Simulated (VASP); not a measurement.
Set up this calculation in VASP 6.6.1, as the native input.

```
Task                   : relaxation of cell and atoms
Functional             : PBE
Potentials or basis    : VASP PAW PBE potentials, release 64 (Cd, Cu, O)
Cutoff                 : 520 eV
k mesh                 : 4 × 4 × 2
Occupations            : gaussian, width 0.15 eV
Spin                   : no spin polarisation
Further INCAR settings : PREC = Normal; ALGO = Fast; EDIFF = 0.0001; IBRION = 2; EDIFFG = -0.08; NSW = 24; ISIF = 3
```

The structure of Cd2CuO3 lies in POSCAR:

```
Cd2CuO3
1.0
    3.6829082200      0.0000000000      0.0000000000
   -1.8414541100      3.1894920800      0.0000000000
    0.0000000000      0.0000000000      7.3763236800
Cd Cu O
2 1 3
Direct
    0.6666666700      0.3333333300      0.2376510100
    0.6666666700      0.3333333300      0.7623489900
    0.0000000000      0.0000000000      0.0000000000
    0.0000000000      0.0000000000      0.5000000000
    0.3333333300      0.6666666700      0.0000000000
    0.3333333300      0.6666666700      0.5000000000
```

The cell was built by a generator and needn't be a form met in nature.

The input as run:

INCAR

```
SYSTEM = Cd2CuO3
PREC = Normal ; ENCUT = 520
EDIFF = 1E-4 ; ISMEAR = 0
SIGMA = 0.15 ; LREAL = .FALSE.
LASPH = .TRUE. ; NELM = 60
ALGO = Fast ; ISIF = 3
LWAVE = .FALSE. ; LCHARG = .FALSE.
GGA = PE ; IBRION = 2
NSW = 24 ; EDIFFG = -0.08
```

KPOINTS

```
Automatic mesh
0
G
  4 4 2
  0 0 0
```

Potentials or basis: VASP PAW PBE potentials, release 64 (Cd, Cu, O).

Command:

```sh
$ cat potpaw_PBE.64/Cd/POTCAR potpaw_PBE.64/Cu/POTCAR potpaw_PBE.64/O/POTCAR > POTCAR
$ mpirun -np 1 vasp_std > vasp.out
```

It gave:

The relaxed volume is 12.69 Å³/atom, the relaxed cell is a = 3.678 Å, b = 3.678 Å, c = 6.500 Å, α = 90.00°, β = 90.00°, γ = 120.00° and the space group after relaxing (to 0.05 Å) is P-6m2 (No. 187). The energy gained by relaxing is 198.2 meV/atom and the ionic steps are 19. The pressure after relaxing is 0.5 GPa, the largest force after relaxing is 0.025 eV/Å and the band gap on the k mesh is none (metal or under the smearing width).

Caveat: the k mesh is coarse (spacing up to 0.49 Å⁻¹), so the values aren't converged; an odd number of electrons without spin polarisation forces a metal; a magnetic or distorted state may lie lower; the run has no spin polarisation, though such a crystal can be magnetic; semilocal functionals often make such compounds metallic where correlation or magnetic order opens a gap, which also shifts bond lengths; the relaxation stopped at a loose force limit of 0.08 eV/Å, so its end isn't a converged minimum.

Run time: 2.4 min on 1 thread of Intel(R) Xeon(R) Platinum 8488C (Sapphire Rapids), on a shared host, peak memory 0.17 GiB.
